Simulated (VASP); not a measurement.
Write the native input for VASP 6.6.1 that does the following.

| Quantity | Value |
| --- | --- |
| Task | single point |
| Functional | r2SCAN |
| Dispersion | D3(BJ) |
| Potentials or basis | VASP PAW PBE potentials, release 64 (O, H, Li_sv) |
| Cutoff | 520 eV |
| k mesh | 1 × 1 × 1 |
| Occupations | fermi-dirac, width 0.05 eV |
| Spin | no spin polarisation |
| Dipole correction | no |
| Further INCAR settings | LREAL = Auto; ALGO = Normal; EDIFF = 1e-06; NBANDS = 56 |

LiH17O9:

```xyz
27
Lattice="6.5731 0.0000 0.0000 0.0000 6.5731 0.0000 0.0000 0.0000 6.5731" Properties=species:S:1:pos:R:3 pbc="T T T"
O     5.1748    1.0463    0.4946
O     2.2916    0.4844    1.5658
O     1.3815    4.7301    3.4526
O     5.2890    3.9449    5.2359
O     0.5586    0.7833    4.6014
O     4.0262    4.7320    0.8980
O     4.4744    6.2055    3.7128
O     0.6458    3.1323    0.4741
O     3.0859    2.4103    3.4048
H     5.6007    1.7503    0.9521
H     4.2811    1.0809    0.8217
H     2.5630    1.1170    2.3914
H     1.8693    1.2726    1.1728
H     1.8704    5.3619    2.9414
H     1.8595    3.8346    3.3861
H     4.7064    3.3543    4.8734
H     4.8491    4.6703    5.7711
H     0.1968    1.1796    5.3185
H     1.2449    1.3170    4.1466
H     3.2751    5.4371    0.8101
H     4.6397    5.2406    1.4920
H     4.0234    7.0842    3.6617
H     3.8098    5.4710    3.8895
H     0.0489    3.4956   -0.1370
H     1.4764    3.2513    0.0183
H     3.4667    2.9219    2.7532
Li    6.4063    5.6480    4.2653
```

The cell was built by a generator and needn't be a form met in nature.

One way to write it, as run:

POSCAR

```
LiH17O9
1.0
    6.5731380000      0.0000000000      0.0000000000
    0.0000000000      6.5731380000      0.0000000000
    0.0000000000      0.0000000000      6.5731380000
O H Li
9 17 1
Direct
    0.7872647737      0.1591781581      0.0752456437
    0.3486310496      0.0736938735      0.2382119469
    0.2101735883      0.7196106335      0.5252590163
    0.8046385151      0.6001547510      0.7965601818
    0.0849822414      0.1191668272      0.7000309441
    0.6125232728      0.7198996887      0.1366166358
    0.6807098832      0.9440696361      0.5648443711
    0.0982483557      0.4765303878      0.0721268898
    0.4694713545      0.3666893955      0.5179869949
    0.8520587884      0.2662807323      0.1448471035
    0.6513023156      0.1644420062      0.1250087858
    0.3899203090      0.1699340558      0.3638140565
    0.2843847185      0.1936061589      0.1784231519
    0.2845520663      0.8157291084      0.4474879426
    0.2828938020      0.5833743335      0.5151420828
    0.7160050496      0.5103042109      0.7414114841
    0.7377146197      0.7105130000      0.8779824796
    0.0299400378      0.1794576654      0.8091264781
    0.1893920377      0.2003609235      0.6308402471
    0.4982551713      0.8271696106      0.1232440274
    0.7058576893      0.7972752131      0.2269844327
    0.6120972966      1.0777500792      0.5570703065
    0.5796014019      0.8323269647      0.5917265087
    0.0074393691      0.5318007929     -0.0208424043
    0.2246111370      0.4946343740      0.0027840584
    0.5274041105      0.4445213230      0.4188562601
    0.9746182113      0.8592547426      0.6488985930
```

INCAR.step1

```
ALGO = Normal
EDIFF = 1E-4
ENCUT = 520
GGA = PE
ISMEAR = -1
LASPH = True
LCHARG = False
LREAL = Auto
LWAVE = True
NBANDS = 56
NELM = 100
PREC = Accurate
SIGMA = 0.05
```

INCAR.step2

```
ALGO = Normal
EDIFF = 1E-6
ENCUT = 520
ISIF = 2
ISMEAR = -1
ISTART = 1
IVDW = 12
LASPH = True
LCHARG = False
LMIXTAU = True
LREAL = Auto
LWAVE = False
METAGGA = R2SCAN
NBANDS = 56
NELM = 100
PREC = Accurate
SIGMA = 0.05
VDW_A1 = 0.49484001
VDW_A2 = 5.73083694
VDW_S6 = 1.0
VDW_S8 = 0.78981345
```

KPOINTS

```
k-points
0
Gamma
  1 1 1
```

Potentials or basis: VASP PAW PBE potentials, release 64 (O, H, Li_sv).

Run with:

```bash
$ cat potpaw_PBE.64/O/POTCAR potpaw_PBE.64/H/POTCAR potpaw_PBE.64/Li_sv/POTCAR > POTCAR
$ cp INCAR.step1 INCAR
$ mpirun -np 1 vasp_gam > vasp.out
$ cp INCAR.step2 INCAR
$ mpirun -np 1 vasp_gam > vasp.out
```

It gave:

The largest force is 5.482 eV/Å. The band gap on the k mesh is 4.06 eV, direct and the dispersion energy per atom is -0.018 eV.

Caveat: the PAW data sets were made with another functional, which shifts forces and pressure a little.

It took 2.7 min on 1 thread of Intel(R) Xeon(R) Platinum 8259CL CPU @ 2.50GHz (Skylake/Cascade Lake), with other jobs on the host, peak memory 0.36 GiB.
